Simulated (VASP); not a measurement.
**RuS (relaxed from the CsCl type structure, space group Pm-3m): computed properties**

Method: PBEsol GGA, VASP's PBE PAW potentials (set 64) (plane waves; VASP).

For RuS, the space group comes out as Pm-3m (221) and the cell is a = 2.9458 Å, b = 2.9458 Å, c = 2.9458 Å, α = 90.00°, β = 90.00°, γ = 90.00°. The volume per atom is 12.78 Å^3/atom. The band gap (over mesh and band path) is none (metal, semimetal or under 0.01 eV) and the density is 8.65 g/cm³.

```cif
data_RuS
_chemical_formula_sum 'Ru1 S1'
_space_group_name_H-M_alt 'Pm-3m'
_space_group_IT_number 221
_space_group_name_Hall '-P 4 2 3'
_cell_length_a 2.94575
_cell_length_b 2.94575
_cell_length_c 2.94575
_cell_angle_alpha 90.000
_cell_angle_beta 90.000
_cell_angle_gamma 90.000
loop_
_atom_site_label
_atom_site_type_symbol
_atom_site_symmetry_multiplicity
_atom_site_Wyckoff_symbol
_atom_site_fract_x
_atom_site_fract_y
_atom_site_fract_z
_atom_site_occupancy
Ru1 Ru 1 a 0.00000 0.00000 0.00000 1
S1 S 1 b 0.50000 0.50000 0.50000 1
```

The structure was generated: RuS was put into the CsCl type type (Pm-3m), which need not be its known phase. It was relaxed first, which changed the volume by -26 %. Symmetry was kept, so distortions that lower it aren't found.
